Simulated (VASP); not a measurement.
All values below come from PBE GGA, VASP's PBE PAW potentials (set 64) (plane waves; VASP 6.6.1).

Input for VASP

INCAR:
```
SYSTEM  =  Dy
PREC  =  Accurate; ENCUT  =  800; LREAL  =  .False.
LASPH  =  .True.
EDIFF  =  1E-6; NELM  =  100; ALGO  =  Normal
LMAXMIX  =  6
ISMEAR  =  1; SIGMA  =  0.1
GGA  =  PE
ISIF  =  2
LWAVE  =  .False.; LCHARG  =  .False.
```

File POSCAR:
```
Dy
1
    1.7893940000    -3.1207340000     0.0000000000
    1.7893940000     3.1207340000     0.0000000000
    0.0000000000     0.0000000000     5.5930390000
Dy
2
Direct
  0.3333330000   0.6666670000   0.2500000000
  0.6940780000   0.3607440000   0.7500000000
```

**KPOINTS**
```
Automatic mesh
0
Gamma
11 11 6
0 0 0
```

POTCAR, in this order: Dy_3 (PBE.64 set). Program: vasp_std.

The 4f electrons are frozen in the core of the lanthanide potential, so 4f levels, which can set the real gap, and their magnetism are missing.

Question: What does the run give for the energy per atom (σ→0), largest force, band gap (on the k-mesh)?

Answer: 
| Property | Result |
|---|---|
| energy per atom (σ→0) | -4532 meV/atom |
| band gap (on the k-mesh) | none (metal, semimetal or under 0.01 eV) |
| largest force | 0.130 eV/Å |

### OSZICAR
```
...
DAV:   5    -0.905364686406E+01   -0.68278E-02   -0.68173E-02  8877   0.149E+00    0.243E+01
DAV:   6    -0.905585695674E+01   -0.22101E-02   -0.24360E-02  9741   0.144E+00    0.145E+01
DAV:   7    -0.906468822544E+01   -0.88313E-02   -0.42448E-02  9478   0.197E+00    0.244E-01
DAV:   8    -0.906438538554E+01    0.30284E-03   -0.23959E-03  8014   0.410E-01    0.639E-02
DAV:   9    -0.906439799123E+01   -0.12606E-04   -0.21542E-04  8063   0.135E-01    0.317E-02
DAV:  10    -0.906439147088E+01    0.65203E-05   -0.32734E-05  8193   0.466E-02    0.368E-02
DAV:  11    -0.906439238751E+01   -0.91663E-06   -0.33853E-06  7144   0.159E-02
   1 F= -.90643924E+01 E0= -.90649788E+01  d E =0.175916E-02
```

The compound is Dy in the hcp structure. The cell was not relaxed at this level, atoms are displaced from their ideal sites. The run is one of a series of settings (ENCUT = 800 against the base run), some of them coarse on purpose.
